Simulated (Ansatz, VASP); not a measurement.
# Hf2SNO (Hf2NOS MXene bilayer, like faces together) in two plane-wave programs

One calculation is typed for both programs; each brings its own data sets. How far apart do they land? The structure shown is the start of the Ansatz relaxation below; VASP solves that cell, so the two are compared at the walk's first step.

Calculated with Ansatz 0.2.0; plane waves, with VASP 6.6.1 beside it; single point at PBE with D4.

## Step 1: The starting structure

The cell holds 10 atoms: 2 S, 4 Hf, 2 N and 2 O. Its edges and angles: a = 3.217 Å, b = 3.218 Å, c = 59.373 Å, α = 90.0°, β = 90.0°, γ = 120.0°. Vacuum lies along c.

## Step 2: Ansatz: relaxation, PBE with D4

Ansatz runs on its default PAW (the set named soft_2) files.

The two programs are compared at the cell with which this relaxation starts, whose forces are those of its first step.

File input.yaml:

```yaml
crystal:
  lattice:
    - [3.2175, 0.0, 0.0]
    - [-1.60875, 2.7864367367, 0.0]
    - [0.0, 0.0, 59.373052092]
  atoms:
    - { symbol: S, position: [0.3333333333, 0.6666666667, 0.3806440667] }
    - { symbol: Hf, position: [0.6666666667, 0.3333333333, 0.4118818906], spin: 1.0 }
    - { symbol: "N", position: [0.0, 0.0, 0.4332643147] }
    - { symbol: Hf, position: [0.3333333333, 0.6666666667, 0.4546467387], spin: 1.0 }
    - { symbol: O, position: [0.6666666667, 0.3333333333, 0.4755781462] }
    - { symbol: S, position: [0.6666666667, 0.3333333333, 0.6193559333] }
    - { symbol: Hf, position: [0.0, 0.0, 0.5881181094], spin: 1.0 }
    - { symbol: "N", position: [0.3333333333, 0.6666666667, 0.5667356853] }
    - { symbol: Hf, position: [0.6666666667, 0.3333333333, 0.5453532613], spin: 1.0 }
    - { symbol: O, position: [0.0, 0.0, 0.5244218538] }
  periodic: [true, true, false]
magnetization:
  spin_polarized: true
kpoints:
  mp_grid: { grid: [12, 12, 1] }
hamiltonian:
  xc: pbe
  dispersion: d4
scf:
  occupations: { method: fermi_dirac, width: 0.05 }
  convergence: { dr2_threshold: 1.0e-09 }
relax:
  f_tol: 0.004
  max_steps: 90
  cell: {}
output:
  write_potential: true
  write_density: true
  volumetric_format: npy
```

On the command line:

```
$ ansatz run input.yaml --threads 4 --pin off --max-ram 12288MiB --backend cpu --events-out ev --progress --plain --runs-dir out
```

Numbers of over 12 decimals in the logs are rounded to 6 here.

Output:

```text
Warning: relax.cell: scf.convergence.dr2_threshold = 1e-9 eV is looser than the 1.71134284792e-10 eV advised for a relaxation that steers and ends on the stress (1e-10 eV for each atom of the cell: 10, times the square of relax.cell.stress_2d_tol = 0.05 N/m over 24.2 Å (the atoms' height at the walk's start and 5 Å past either face), 2.068e-2 GPa, over a crystal's default 0.05). What an SCF threshold leaves in a stress goes as its square root, and in the free energy as the threshold itself, and one threshold admits the most on a small cell: [figures from the program's tests cut] Set scf.convergence.dr2_threshold to 1.71134284792e-10 eV or tighter. [rest of the remark cut]
Engine: ansatz 0.2.0, aarch64-unknown-linux-gnu
Pseudopotentials: kind: paw
Pseudopotential: S, paw, valence charge 6, recommended cutoff 420 eV (normal), S.paw.azcp
Pseudopotential: Hf, paw, valence charge 26, recommended cutoff 420 eV (normal), Hf.paw.azcp
Pseudopotential: N, paw, valence charge 5, recommended cutoff 420 eV (normal), N.paw.azcp
Pseudopotential: O, paw, valence charge 6, recommended cutoff 420 eV (normal), O.paw.azcp
Functional definition: PBE
  parameter kappa = 0.804
  parameter beta = 0.066725
  exchange = pbe_x(kappa = kappa, mu = beta*pi^2/3)
  correlation = pbe_c(beta = beta)
Crystal: 10 atoms, lattice volume = 532.301 Å³
Basis set: ecut = 420 eV, 10555 PW (Γ), exchange–correlation on 48×48×800 points (8 copies of the dense FFT grid, shifted against one another)
Bands: 86, of which v1, the nominal top of the filled ones, is band 69 counted from 1 (68 counted from 0)
Symmetry: 6 space group operations
Space group: P3m1 (ITA 156), of the structure as read, at distance tolerance 8.1e-5 Å
Magnetic group: BNS 156.49 (UNI 1279), of the structure as read, at distance tolerance 8.1e-5 Å
k-points: 19 of 144 (time reversal used)
Non-local potential: S, projectors of the file, l = 0: 2, l = 1: 2, l = 2: 2
Non-local potential: Hf, projectors of the file, l = 0: 3, l = 1: 2, l = 2: 2, l = 3: 3
Non-local potential: N, projectors of the file, l = 0: 2, l = 1: 2, l = 2: 1
Non-local potential: O, projectors of the file, l = 0: 2, l = 1: 2, l = 2: 1
PAW form: soft (Blöchl's): semilocal exchange-correlation on the pseudo side does not see the compensation charge
PAW one-centre angular grid: S, 110 points (default); XC on 64 Gauss nodes
PAW one-centre angular grid: Hf, 590 points (default); XC on 64 Gauss nodes
PAW one-centre angular grid: N, 110 points (default); XC on 64 Gauss nodes
PAW one-centre angular grid: O, 110 points (default); XC on 64 Gauss nodes
Initial density: superposition of atomic densities (neutral atoms: chi_scale 0, normalization atom)
Starting moments: Σ|m| = 4 μB on 4 of 10 sites
Initial wavefunctions: pseudopotential atomic-orbital guess
Functional: x = pbe(κ = 0.804, μ = 0.219515), c = pbe(β = 0.066725)
SCF iter   1: F=—  HF=-66614.913646 eV  |F-HF|=—  |Δ(HF+E_count)|=         —  Δρ=3.47e-2 (↑3.47e-2 ↓3.34e-2)  dr2=3.07e1  dr2_m=2.95e-1  M=1.021 μB ∫|m|=1.329 μB  β_m=0.30  ethr=3.10e-3  ⟨swp⟩=11.4  Hψ=19158  notcnv=0  defer=101
Mixer restart at iter 1: flushing history
preconditioner: auto → LDOS  [metal: Δε(μ)=0.056 eV  Ē_g=16.974 eV  σ=0.050 eV  W_gap=0.26  n_scr=40 (ndim 8)  ℏωp=18.4 eV  f_vac=0.705  D(μ)=2.36/eV (n_scr^D=16)]
spin=Collinear: LDOS preconditioning applied to the charge; magnetization (m = ρ↑ − ρ↓) channel mixes plain (no charge-response kernel on spin).
SCF iter   2: F=—  HF=-66608.244415 eV  |F-HF|=—  |Δ(HF+E_count)|=    6.67e0  Δρ=1.40e-2 (↑1.40e-2 ↓1.17e-2)  dr2=4.06e0  dr2_m=1.64e-1  M=0.821 μB ∫|m|=1.151 μB  β_m=0.37  ethr=3.10e-3  ⟨swp⟩=4.2  Hψ=8163  notcnv=0  defer=372
SCF iter   3: F=—  HF=-66607.624524 eV  |F-HF|=—  |Δ(HF+E_count)|=   6.20e-1  Δρ=7.48e-3 (↑7.48e-3 ↓5.96e-3)  dr2=8.87e-1  dr2_m=6.01e-2  M=0.591 μB ∫|m|=0.884 μB  β_m=0.59  ethr=2.94e-3  ⟨swp⟩=2.7  Hψ=5412  notcnv=0  defer=370
SCF iter   4: F=—  HF=-66607.798220 eV  |F-HF|=—  |Δ(HF+E_count)|=   1.74e-1  Δρ=2.24e-3 (↑2.12e-3 ↓2.24e-3)  dr2=7.05e-2  dr2_m=8.07e-3  M=0.296 μB ∫|m|=0.440 μB  β_m=0.67  ethr=6.43e-4  ⟨swp⟩=3.1  Hψ=6265  notcnv=0  defer=370
SCF iter   5: F=—  HF=-66607.830383 eV  |F-HF|=—  |Δ(HF+E_count)|=         —  Δρ=9.89e-4 (↑9.89e-4 ↓8.08e-4)  dr2=3.87e-3  dr2_m=3.36e-3  M=0.093 μB ∫|m|=0.175 μB  β_m=0.67  ethr=5.11e-5  ⟨swp⟩=3.8  Hψ=7711  notcnv=0  defer=370
[...]
SCF converged after 6 iterations
Magnetization: -0.0000 μB (69.0000 up, 69.0000 down)
Absolute magnetization: 0.0000 μB (∫|ρ↑−ρ↓|, with the PAW one-centre terms)
Spin contamination: 0.0000 ħ² per cell (⟨S²⟩ above its minimum at these occupations)
Per-site moments (μB) at R_I (Å): [(-1.086647972213926e-8, 1.022300), (-9.934221488315285e-8, 0.961681), (8.245082303100411e-8, 0.944492), (-7.174370726034744e-8, 0.878570), (-1.6897470580672025e-8, 0.878570), (-4.02224877179408e-9, 1.021917), (-8.462565051091394e-8, 0.962209), (7.888737361592877e-8, 0.947319), (-5.5684290191744606e-8, 0.871654), (-1.5120403509532096e-8, 0.871654)]
Free energy (F): -66609.748896 eV
Harris-Foulkes:  -66609.748896 eV  (|F-HF|=1.05e-7)
Internal energy: -66609.717821 eV  (E = F + TS)
E sigma→0 (E₀):  -66609.733359 eV
Entropy (-TS):   -0.031074 eV (-3.107 meV/atom)
Fermi energy:    -5.398975 eV
--- Per-component energies (eV) ---
  E_band       = -3076.433591
  E_kinetic    = 2518.529643
  E_local      = -1928190.768422  (includes V_loc(G=0)·N_el)
  E_nonlocal   = -4730.710580
  E_hartree    = 961667.098426
  E_xc         = -1665.066597
  E_vxc        = -1585.006707  (∫ρ·V_xc dr)
  E_paw        = -29479.943192  (= ΣΔE_a)
  E_vpaw       = 5577.306744  (= ΣTr[D̂ρ^β])
  E_aug_tail   = 0.005068  (compensation charges beyond the density's cutoff)
  E_ewald      = 933273.317479
  E_disp       = -2.179646  (pairwise vdW)
  E_smearing   = -0.031074  (= −TS)
  E_closure    = -0.000000  (closes the sum)
  Σ components = -66609.748896   (vs F -66609.748896, Δ=0.00e0)
--- Forces (eV/Å), atoms counted from 1 ---
  atom   1  S     -0.00000000     0.00000000     0.00010367
  atom   2  Hf    -0.00000000    -0.00000000     0.00166142
  atom   3  N     -0.00000000    -0.00000000    -0.00081392
  atom   4  Hf    -0.00000000    -0.00000000    -0.00079433
  atom   5  O     -0.00000000    -0.00000000     0.00108732
  atom   6  S      0.00000000     0.00000000     0.00013703
  atom   7  Hf     0.00000000    -0.00000000    -0.00180773
  atom   8  N     -0.00000000    -0.00000000     0.00033252
  atom   9  Hf    -0.00000000    -0.00000000     0.00089434
  atom  10  O      0.00000000    -0.00000000    -0.00079986
  max |Σ_I F_I| component: 4.53e-7 eV/Å
--- 2D stress c σ (N/m, compression-positive) ---
        0.014390       0.000000      -0.000000
        0.000000       0.014390       0.000000
       -0.000000       0.000000       0.000000
  P = ½ c Tr σ = 0.0144 N/m
--- Band table (eV; the first three rows and the last of 38) ---
  k-point 0 ↑: bands = [... 65 lower, -6.5650, -6.5286, -6.5286, -4.7677, -4.7544, -4.7544, -4.7256, -4.7256, ... 13 higher]
  k-point 1 ↑: bands = [... 65 lower, -6.9145, -6.7289, -6.6882, -5.0015, -4.9602, -4.4864, -4.4557, -4.4497, ... 13 higher]
  k-point 2 ↑: bands = [... 65 lower, -7.4425, -6.9880, -6.9426, -5.4452, -5.4055, -4.0271, -3.9779, -3.9683, ... 13 higher]
  k-point 18 ↓: bands = [... 65 lower, -8.9246, -8.4720, -8.4283, -4.2229, -4.1640, -3.9639, -3.8790, -3.2773, ... 13 higher]
  the weakly bound empty levels are not read free of the cell's end (no_gap_told)
--- Relaxed structure (14 steps of the walk, 12 accepted, 2 SCFs on fresh bases) ---
  F+E_penalty+E_count = -66609.74889566 eV   max|allowed force component| = 1.808e-3 eV/Å   (the final SCF, on the basis selected at the relaxed cell)
  cell:  # Å, volume = 559.5806 Å³
    - [3.298916, 0, 0]
    - [-1.649458, 2.856945, 0]
    - [0, 0, 59.373052092]
  atoms:
    - { symbol: S, position: [0.333333, 0.666667, 0.393510] }
    - { symbol: Hf, position: [0.666667, 0.333333, 0.420217] }
    - { symbol: N, position: [8.45169772775222e-18, -2.2204460492590172e-17, 0.442861] }
    - { symbol: Hf, position: [0.333333, 0.666667, 0.464265] }
    - { symbol: O, position: [0.666667, 0.333333, 0.480321] }
    - { symbol: S, position: [0.666667, 0.333333, 0.606447] }
    - { symbol: Hf, position: [-4.058129639581083e-17, -2.2204460492581892e-17, 0.579765] }
    - { symbol: N, position: [0.333333, 0.666667, 0.557083] }
    - { symbol: Hf, position: [0.666667, 0.333333, 0.535472] }
    - { symbol: O, position: [-2.968484890623779e-17, -2.2204460492582616e-17, 0.520058] }
```

(Continued in part 2 of 2.)

[Lines on the potential files, build, host, timing and source positions are cut from VASP's logs without a mark.]

[Logs are printed without paths, hosts, clocks, repeated set-up lines and the standing remarks that a program may print on its own settings, such as how far it seeks lower states.]

[Hosts, paths, dates, database ids (printed as entryN), source tags and the programs' standing remarks are cut or masked in the printed files.]
